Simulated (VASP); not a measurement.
Here is the system:

```
CELL_PARAMETERS angstrom
      0.00000     1.92786     1.92786
      1.92786     0.00000     1.92786
      1.92786     1.92786     0.00000
ATOMIC_POSITIONS crystal
  Tc 0.00000 0.00000 0.00000
```

Method: PBEsol GGA, VASP's PBE PAW potentials (set 64) (plane waves; VASP). Settings: 300 eV cut-off, 19×19×19 Γ-centred mesh, Fermi-Dirac smearing of 0.10 eV, potentials Tc_pv.

At this cut-off the stress carries a Pulay error, which pulls relaxed volumes low. Energy and stress use the plane-wave basis of the starting cell.

The ions, cell shape and volume are relaxed. What does this cell relax into?

```
CELL_PARAMETERS angstrom
      0.00000     1.91304     1.91304
      1.91304     0.00000     1.91304
      1.91304     1.91304     0.00000
ATOMIC_POSITIONS crystal
  Tc 0.00000 0.00000 0.00000
```
Space group Fm-3m (225), at a tolerance of 0.03 Å.

How do energy and volume change from the first to the last step?

The energy (σ→0) changes by -8.5 meV/atom and the volume by -2.3 %, in 4 ionic steps.

The structure was generated: Tc was put into an ordered model structure, which need not be its known phase. This run relaxes it. Symmetry was kept, so distortions that lower it aren't found. The run is one of a series of settings (EDIFFG = -0.01, IBRION = 2, ISIF = 3, NSW = 50 against the base run), some of them coarse on purpose.
